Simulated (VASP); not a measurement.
Given:

```yaml
crystal:
  lattice:
    - [4.05885, 0.00000, 0.00000]
    - [0.00000, 4.06747, 5.75041]
    - [0.00000, -4.06747, 5.75041]
  atoms:
    - { symbol: Zn, position: [0.00000, 0.99938, 0.99938] }
    - { symbol: Zn, position: [0.50000, 0.99801, 0.50180] }
    - { symbol: Zn, position: [0.50000, 0.50180, 0.99801] }
    - { symbol: Cd, position: [0.00000, 0.50171, 0.50171] }
    - { symbol: Se, position: [0.50000, 0.36276, 0.36276] }
    - { symbol: Se, position: [0.00000, 0.36925, 0.89229] }
    - { symbol: Se, position: [0.00000, 0.89229, 0.36925] }
    - { symbol: Se, position: [0.50000, 0.87479, 0.87479] }
```

Method: PBEsol GGA, VASP's PBE PAW potentials (set 64) (plane waves; VASP). Run with 400 eV cut-off, Gaussian smearing of 0.050 eV, potentials Zn Cd Se.

Problem. Give the energies of bands 28 to 41 at the high-symmetry points, in eV from the valence-band maximum.

Solution. 
```tsv
band	Γ	Y	C0	Z	A0	T	S	R
28	-2.27	-2.90	-3.23	-3.92	-4.33	-4.47	-3.12	-4.22
29	-2.25	-2.61	-3.04	-2.86	-2.34	-2.29	-2.51	-2.62
30	-1.07	-2.50	-1.82	-2.80	-2.30	-2.25	-2.40	-2.58
31	-0.99	-1.46	-1.53	-2.73	-2.25	-2.24	-1.78	-2.45
32	-0.94	-1.45	-1.42	-2.72	-2.16	-2.21	-1.58	-2.33
33	-0.84	-1.32	-1.41	-2.64	-1.66	-1.09	-0.69	-1.78
34	-0.08	-1.14	-1.21	-2.37	-1.38	-0.89	-0.69	-1.77
35	-0.08	-1.10	-1.11	-1.10	-1.03	-0.88	-0.41	-1.52
36	0.00	-0.68	-0.46	-0.85	-1.02	-0.79	-0.33	-1.41
37	0.87	3.50	3.36	3.71	2.78	2.21	2.27	3.32
38	2.31	3.56	3.46	4.10	2.94	2.36	2.63	3.35
39	2.36	3.67	3.54	5.13	3.13	2.79	3.38	3.74
40	2.84	3.74	3.99	5.21	3.15	2.79	3.80	3.81
41	3.35	3.85	4.38	5.23	3.52	3.23	5.18	5.07
```

The gap is direct, 0.87 eV, from the valence maximum at Γ to the conduction minimum at Γ.

The structure comes from a computed database's Zn3CdSe4 entry (Amm2); how it stands against other phases isn't given here. It was relaxed first, which changed the volume by -6 %.
